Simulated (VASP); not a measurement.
A convergence study with VASP on TiC (rock salt): one setting is varied, all else stays as given below, so the limit is that of these other settings.

```xyz
2
Lattice="0.0000 2.1650 2.1650 2.1650 0.0000 2.1650 2.1650 2.1650 0.0000" Properties=species:S:1:pos:R:3 pbc="T T T"
Ti     0.0000     0.0000     0.0000
C      2.1650     2.1650     2.1650
```

Method: PBE GGA, VASP's PBE PAW potentials (set 64) (plane waves; VASP). The tightest run used: 700 eV cut-off, 24×24×24 Γ-centred mesh, tetrahedra with Blöchl corrections, potentials Ti_sv C.

```csv
setting,E (eV/atom),pressure (GPa),irreducible k-points
3×3×3 mesh,-9.1737,1.05,4
4×4×4 mesh,-9.2895,0.52,8
5×5×5 mesh,-9.3270,1.08,10
```

Task: These are the cheaper rows. Estimate the results at 24×24×24 mesh, and how far the last row shown lies from them.

Result: 
| quantity | tightest run | last row shown is off by |
|---|---|---|
| E (eV/atom) | -9.3564 | 0.0294 |
| pressure (GPa) | 0.57 | 0.51 |

Left out are rungs that failed or repeat a setting and relaxations that didn't move; long series are thinned to 24 rows.

The compound is TiC in the rock salt structure. The cell was not relaxed at this level.
